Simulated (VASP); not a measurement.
All values below come from PBEsol GGA, VASP's PBE PAW potentials (set 64) (plane waves; VASP).

A VASP calculation is set up with these files.

### KPOINTS
```
Automatic mesh
0
Gamma
16 16 9
0 0 0
```

### POSCAR
```
Be
1.0
  1.1450000000  -1.9831980000   0.0000000000
  1.1450000000   1.9831980000   0.0000000000
  0.0000000000   0.0000000000   3.5800000000
Be
2
Cart
  1.1450000000   0.6610673221   0.8950000000
  1.1450000000  -0.6610673221   2.6850000000
```

**INCAR**
```
SYSTEM = Be
PREC = Accurate
ENCUT = 400
EDIFF = 1E-6
NELM = 100
ALGO = Normal
LREAL = .FALSE.
LASPH = .TRUE.
ISMEAR = 1
SIGMA = 0.1
GGA = PS
LWAVE = .FALSE.
LCHARG = .FALSE.
IBRION = 2
ISIF = 3
NSW = 60
EDIFFG = -0.01
```

POTCAR, in this order: Be (PBE.64 set). Program: vasp_std.

Energy and stress use the plane-wave basis of the starting cell.

Q: Estimate the energy per atom (σ→0), volume per atom, band gap (on the k-mesh).

A: 
```json
{
  "energy per atom (σ→0)": "-4.000 eV/atom",
  "band gap (on the k-mesh)": "none (metal, semimetal or under 0.01 eV)",
  "volume_per_atom": "7.86 Å^3/atom"
}
```

File OSZICAR:
```
...
       N       E                     dE             d eps       ncg     rms          rms(c)
DAV:   1    -0.799940133677E+01    0.15183E-05   -0.14667E-05  2088   0.529E-02    0.152E-03
DAV:   2    -0.799940144942E+01   -0.11265E-06   -0.15847E-08  1380   0.130E-03
   4 F= -.79994014E+01 E0= -.79993353E+01  d E =-.692479E-02
       N       E                     dE             d eps       ncg     rms          rms(c)
DAV:   1    -0.799942846788E+01   -0.27131E-04   -0.29021E-04  2268   0.114E-01    0.615E-03
DAV:   2    -0.799942805018E+01    0.41770E-06   -0.13209E-06  2142   0.105E-02
   5 F= -.79994281E+01 E0= -.79993550E+01  d E =-.266008E-04
```

The compound is Be in the hcp structure. This run relaxes it. Symmetry was kept, so distortions that lower it aren't found.
